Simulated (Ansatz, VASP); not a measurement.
## CO2 (CO2 (Pa-3)): VASP beside Ansatz

Aim: how closely do two programs agree when they are given the same cell, functional and k mesh? The two relaxations start from unlike cells of this crystal (the structure described is Ansatz's start), so only their ends are compared.

Main program and level: Ansatz 0.2.0; plane waves, with VASP 6.6.1 beside it; relaxation of cell and atoms at PBEsol.

### Step 1. The starting structure

Symmetry: Pa-3, No. 205, cubic system. The conventional cell has a = 5.497 Å, b = 5.497 Å, c = 5.497 Å, α = 90.00°, β = 90.00°, γ = 90.00°. Nearest to C lie 2 O at 1.17 Å. O has 1 C at 1.17 Å nearest. Farther neighbours and most contacts between anions are not listed.

Structure file:

```xyz
12
Lattice="5.4971 0.0000 0.0000 0.0000 5.4971 0.0000 0.0000 0.0000 5.4971" Properties=species:S:1:pos:R:3 pbc="T T T"
C     0.0000    0.0000    0.0000
C     2.7485    0.0000    2.7485
C     2.7485    2.7485    0.0000
C     0.0000    2.7485    2.7485
O     0.6736    0.6736    0.6736
O     2.0749    4.8235    3.4221
O     3.4221    2.0749    4.8235
O     4.8235    3.4221    2.0749
O     4.8235    4.8235    4.8235
O     3.4221    0.6736    2.0749
O     2.0749    3.4221    0.6736
O     0.6736    2.0749    3.4221
```

### Step 2. VASP: relaxation of cell and atoms, PBEsol

The relaxed volume is the usual yardstick between codes: in a stiff, nearly cubic crystal its relative difference is about their pressure difference at one cell divided by the bulk modulus.

Lines of VASP's logs that name or quote its potential files are left out, and so is its time.

File INCAR:

```
SYSTEM = CO2
PREC = Accurate
ENCUT = 600
EDIFF = 1E-07
NELM = 120
ISMEAR = -1
SIGMA = 0.01
LREAL = .FALSE.
ALGO = Normal
GGA = PS
NBANDS = 44
LORBIT = 11
LWAVE = .FALSE.
LCHARG = .FALSE.
ISIF = 3
IBRION = 2
NSW = 80
EDIFFG = -0.005
LASPH = .TRUE.
GGA_COMPAT = .FALSE.
NELMIN = 4
EFERMI = MIDGAP
KPAR = 2
```

File POSCAR:

```
CO2
1.0
    5.6785782584      0.0000000000      0.0000000000
    0.0000000000      5.6785782584      0.0000000000
    0.0000000000      0.0000000000      5.6785782584
C O
4 8
Direct
    0.0000000000      0.0000000000      0.0000000000
    0.5000000910      0.0000000000      0.5000000910
    0.5000000910      0.5000000910      0.0000000000
    0.0000000000      0.5000000910      0.5000000910
    0.1192762769      0.1192762769      0.1192762769
    0.3807238141      0.8807239051      0.6192761859
    0.6192761859      0.3807238141      0.8807239051
    0.8807239051      0.6192761859      0.3807238141
    0.8807239051      0.8807239051      0.8807239051
    0.6192761859      0.1192762769      0.3807238141
    0.3807238141      0.6192761859      0.1192762769
    0.1192762769      0.3807238141      0.6192761859
```

File KPOINTS:

```
Automatic mesh
0
Gamma
5 5 5
0 0 0
```

The projector-augmented-wave data sets are C and O (PBE family, release 64).

Command:

```console
$ mpirun -np 2 vasp_std
```

Numbers of over 12 decimals in the logs are rounded to 6 here.

The program printed:

```text
[banner, memory and clock lines left out]
running    2 mpi-ranks, on    1 nodes
 distrk:  each k-point on    1 cores,    2 groups
 distr:  one band on    1 cores,    1 groups

 POSCAR found type information on POSCAR C O
 POSCAR found :  2 types and      12 ions
|                                                                             |
|               ----> ADVICE to this user running VASP <----                  |
|                                                                             |
|     You enforced a specific xc type in the INCAR file but a different       |
|     [... a line on the potential file left out ...]
|     I HOPE YOU KNOW WHAT YOU ARE DOING!                                     |
|                                                                             |

 LDA part: xc-table for (Slater+PW92), standard interpolation
 POSCAR, INCAR and KPOINTS ok, starting setup
 FFT: planning ... GRIDC
 FFT: planning ... GRID_SOFT
 FFT: planning ... GRID
 WAVECAR not read
 entering main loop
       N       E                     dE             d eps       ncg     rms          rms(c)
DAV:   1     0.427983719980E+03    0.42798E+03   -0.36027E+04   968   0.148E+03
DAV:   2    -0.687721819662E+02   -0.49676E+03   -0.48239E+03  1280   0.324E+02
DAV:   3    -0.100772242108E+03   -0.32000E+02   -0.31767E+02  1160   0.855E+01
DAV:   4    -0.101181041904E+03   -0.40880E+00   -0.40675E+00  1140   0.107E+01
DAV:   5    -0.101188093837E+03   -0.70519E-02   -0.70503E-02  1084   0.138E+00    0.184E+01
DAV:   6    -0.958872391441E+02    0.53009E+01   -0.15932E+01  1104   0.210E+01    0.860E+00
DAV:   7    -0.955033230036E+02    0.38392E+00   -0.85860E-01  1096   0.512E+00    0.481E+00
DAV:   8    -0.953888390431E+02    0.11448E+00   -0.59608E-01  1088   0.372E+00    0.921E-01
DAV:   9    -0.953766709609E+02    0.12168E-01   -0.47428E-02  1056   0.121E+00    0.363E-01
DAV:  10    -0.953778703363E+02   -0.11994E-02   -0.96079E-03  1136   0.438E-01    0.841E-02
DAV:  11    -0.953782074313E+02   -0.33709E-03   -0.33068E-04  1136   0.980E-02    0.354E-02
DAV:  12    -0.953782892583E+02   -0.81827E-04   -0.72590E-05  1100   0.441E-02    0.523E-03
DAV:  13    -0.953782904549E+02   -0.11966E-05   -0.26575E-06  1124   0.943E-03    0.210E-03
DAV:  14    -0.953782907264E+02   -0.27151E-06   -0.55354E-07  1060   0.418E-03    0.795E-04
DAV:  15    -0.953782907412E+02   -0.14712E-07   -0.28496E-08   624   0.944E-04
   1 F= -.95378291E+02 E0= -.95378291E+02  d E =-.953783E+02
[...]
2 F= -.95377948E+02 E0= -.95377948E+02  d E =0.343040E-03
[...]
3 F= -.95378350E+02 E0= -.95378350E+02  d E =-.594092E-04
[...]
4 F= -.95378546E+02 E0= -.95378546E+02  d E =-.195816E-03
[...]
5 F= -.95379074E+02 E0= -.95379074E+02  d E =-.724024E-03
[...]
6 F= -.95379862E+02 E0= -.95379862E+02  d E =-.151144E-02
 curvature:  -6.47 expect dE=-0.605E-03 dE for cont linesearch -0.323E-03
 ZBRENT: increasing intervall
 opt :  12.9697  next Energy=   -95.380383 (dE=-0.203E-02)
 bond charge predicted
       N       E                     dE             d eps       ncg     rms          rms(c)
DAV:   1    -0.955096299797E+02   -0.12977E+00   -0.48932E+00   968   0.122E+01    0.263E+00
DAV:   2    -0.953932676527E+02    0.11636E+00   -0.40513E-01   968   0.335E+00    0.660E-01
DAV:   3    -0.953814850960E+02    0.11783E-01   -0.24752E-02  1100   0.820E-01    0.276E-01
DAV:   4    -0.953802748079E+02    0.12103E-02   -0.99670E-03  1080   0.451E-01    0.991E-02
DAV:   5    -0.953802494262E+02    0.25382E-04   -0.45678E-04  1076   0.118E-01    0.540E-02
DAV:   6    -0.953802604121E+02   -0.10986E-04   -0.67965E-05  1032   0.443E-02    0.108E-02
DAV:   7    -0.953802633078E+02   -0.28957E-05   -0.74796E-06  1144   0.149E-02    0.313E-03
DAV:   8    -0.953802645641E+02   -0.12563E-05   -0.10192E-06  1052   0.536E-03    0.896E-04
DAV:   9    -0.953802644728E+02    0.91290E-07   -0.41032E-08   612   0.107E-03
   7 F= -.95380264E+02 E0= -.95380264E+02  d E =-.191432E-02
 curvature: -10.43 expect dE=-0.160E-03 dE for cont linesearch -0.517E-04
 trial: gam= 0.01878 g(F)=  0.298E-05 g(S)=  0.124E-04 ort =-0.554E-04 (trialstep = 0.307E+01)
 search vector abs. value=  0.135E-04
 reached required accuracy - stopping structural energy minimisation
```

From OUTCAR (step 2):

```text
ion  position               nearest neighbor table
   1  0.000  0.000  0.000-   9 1.17   5 1.17
   2  0.500  0.000  0.500-   6 1.17  10 1.17
   3  0.500  0.500  0.000-   7 1.17  11 1.17
   4  0.000  0.500  0.500-   8 1.17  12 1.17
   5  0.119  0.119  0.119-   1 1.17
   6  0.381  0.881  0.619-   2 1.17
   7  0.619  0.381  0.881-   3 1.17
   8  0.881  0.619  0.381-   4 1.17
   9  0.881  0.881  0.881-   1 1.17
  10  0.619  0.119  0.381-   2 1.17
  11  0.381  0.619  0.119-   3 1.17
  12  0.119  0.381  0.619-   4 1.17

  LATTYP: Found a simple cubic cell.
 ALAT       =     5.6785782584

 Subroutine GETGRP returns: Found 24 space group operations
 (whereof  6 operations were pure point group operations)

The static configuration has the point symmetry S_6 .
 The point group associated with its full space group is T_h .

 Found     11 irreducible k-points:

   k-points           NKPTS =     11   k-points in BZ     NKDIM =     11   number of bands    NBANDS=     44

   dimension x,y,z NGX =    48 NGY =   48 NGZ =   48
   dimension x,y,z NGXF=    96 NGYF=   96 NGZF=   96

   ENCUT  =  600.0 eV  44.10 Ry    6.64 a.u.  11.34 11.34 11.34*2*pi/ulx,y,z

   NELECT =      64.0000    total number of electrons

 k-points in reciprocal lattice and weights: Automatic mesh
   0.00000000  0.00000000  0.00000000       0.008
   0.20000000  0.00000000  0.00000000       0.048
   0.40000000  0.00000000  0.00000000       0.048
   0.20000000  0.20000000  0.00000000       0.096
   0.40000000  0.20000000  0.00000000       0.096
  -0.20000000  0.40000000  0.00000000       0.096
   0.40000000  0.40000000  0.00000000       0.096
   0.20000000  0.20000000  0.20000000       0.064
   0.40000000  0.20000000  0.20000000       0.192
   0.40000000  0.40000000  0.20000000       0.192
   0.40000000  0.40000000  0.40000000       0.064

 average (electrostatic) potential at core
       1 -58.6407       2 -58.6407       3 -58.6407       4 -58.6407       5 -77.4123
       6 -77.4124       7 -77.4124       8 -77.4124       9 -77.4124      10 -77.4123
      11 -77.4123      12 -77.4123

 E-fermi :  -0.3528

 k-point     1 :       0.0000    0.0000    0.0000
  band No.  band energies     occupation
    ...
     28      -3.8830      2.00000
     29      -3.8830      2.00000
     30      -3.8830      2.00000
     31      -3.6870      2.00000
     32      -3.6870      2.00000
     33       2.9814      0.00000
     34       4.2253      0.00000
     35       4.2253      0.00000
     36       4.2253      0.00000
     37       4.4892      0.00000
    ...

 k-point     2 :       0.2000    0.0000    0.0000
  band No.  band energies     occupation
    ...
     28      -3.9053      2.00000
     29      -3.9036      2.00000
     30      -3.8552      2.00000
     31      -3.7521      2.00000
     32      -3.6983      2.00000
     33       3.2402      0.00000
     34       4.1824      0.00000
     35       4.2811      0.00000
     36       4.3025      0.00000
     37       4.3863      0.00000
    ...

 k-point     3 :       0.4000    0.0000    0.0000
  band No.  band energies     occupation
    ...
     28      -3.9675      2.00000
     29      -3.9641      2.00000
     30      -3.9310      2.00000
     31      -3.7928      2.00000
     32      -3.7339      2.00000
     33       3.9665      0.00000
     34       4.1399      0.00000
     35       4.2132      0.00000
     36       4.3990      0.00000
     37       4.4668      0.00000
    ...

  Total        0.0320176      0.0320176      0.0320176      0.0000000      0.0000000     -0.0000000
  in kB        0.2891624      0.2891624      0.2891624      0.0000000      0.0000000     -0.0000000
  external PRESSURE =       0.2891624 kB  Pullay stress =       0.0000000 kB

  energy-cutoff  :      600.00
  volume of cell :      177.40
      direct lattice vectors                 reciprocal lattice vectors
     5.618917291  0.000000000 -0.000000000     0.177970230 -0.000000000  0.000000000
     0.000000000  5.618917291 -0.000000000    -0.000000000  0.177970230  0.000000000
    -0.000000000 -0.000000000  5.618917291     0.000000000  0.000000000  0.177970230

 POSITION                                       TOTAL-FORCE (eV/Angst)
 -----------------------------------------------------------------------------------
      0.00000      0.00000      0.00000        -0.000000     -0.000000     -0.000000
      2.80946      0.00000      2.80946        -0.000000     -0.000000     -0.000000
      2.80946      2.80946     -0.00000        -0.000000      0.000000     -0.000000
      0.00000      2.80946      2.80946        -0.000000     -0.000000     -0.000000
      0.67714      0.67714      0.67714         0.001605      0.001605      0.001605
      2.13232      4.94178      3.48659        -0.001605     -0.001605      0.001605
      3.48659      2.13232      4.94178         0.001605     -0.001605     -0.001605
      4.94178      3.48659      2.13232        -0.001605      0.001605     -0.001605
      4.94178      4.94178      4.94178        -0.001605     -0.001605     -0.001605
      3.48659      0.67714      2.13232         0.001605      0.001605     -0.001605
      2.13232      3.48659      0.67714        -0.001605      0.001605      0.001605
      0.67714      2.13232      3.48659         0.001605     -0.001605      0.001605
 -----------------------------------------------------------------------------------
    total drift:                               -0.000785     -0.001053     -0.003013

  FREE ENERGIE OF THE ION-ELECTRON SYSTEM (eV)
  ---------------------------------------------------
  free  energy   TOTEN  =       -95.3802644728 eV

  energy  without entropy=      -95.3802644728  energy(sigma->0) =      -95.38026447

 reached required accuracy - stopping structural energy minimisation

 total charge
# of ion       s       p       d       tot
------------------------------------------
    1        0.927   1.802   0.000   2.729
    2        0.927   1.802   0.000   2.729
    3        0.927   1.802   0.000   2.729
    4        0.927   1.802   0.000   2.729
    5        1.595   3.545   0.000   5.140
    6        1.595   3.545   0.000   5.140
    7        1.595   3.545   0.000   5.140
    8        1.595   3.545   0.000   5.140
    9        1.595   3.545   0.000   5.140
   10        1.595   3.545   0.000   5.140
   11        1.595   3.545   0.000   5.140
   12        1.595   3.545   0.000   5.140
--------------------------------------------------
tot         16.467  35.572   0.000  52.039

[... 3 further parts left out ...]
```

CONTCAR:

```
CO2
   1.00000000000000
     5.6189172906348173    0.0000000000000000   -0.0000000000000000
     0.0000000000000000    5.6189172906348173   -0.0000000000000000
    -0.0000000000000000   -0.0000000000000000    5.6189172906348173
  C               O
     4     8
Direct
     0.0000000000000000    0.0000000000000000    0.0000000000000000
     0.5000000909999969    0.0000000000000000    0.5000000909999969
     0.5000000909999969    0.5000000909999969    0.0000000000000000
     0.0000000000000000    0.5000000909999969    0.5000000909999969
     0.1205099058900261    0.1205099058900261    0.1205099058900261
     0.3794901851099779    0.8794902761099748    0.6205098148900221
     0.6205098148900221    0.3794901851099779    0.8794902761099748
     0.8794902761099748    0.6205098148900221    0.3794901851099779
     0.8794902761099748    0.8794902761099748    0.8794902761099748
     0.6205098148900221    0.1205099058900261    0.3794901851099779
     0.3794901851099779    0.6205098148900221    0.1205099058900261
     0.1205099058900261    0.3794901851099779    0.6205098148900221
```

(Continued in part 2 of 2.)

[Lines on the potential files, build, host, timing and source positions are cut from VASP's logs without a mark.]

[Logs are printed without paths, hosts, clocks, repeated set-up lines and the standing remarks that a program may print on its own settings, such as how far it seeks lower states.]

[Hosts, paths, dates, database ids (printed as entryN), source tags and the programs' standing remarks are cut or masked in the printed files.]
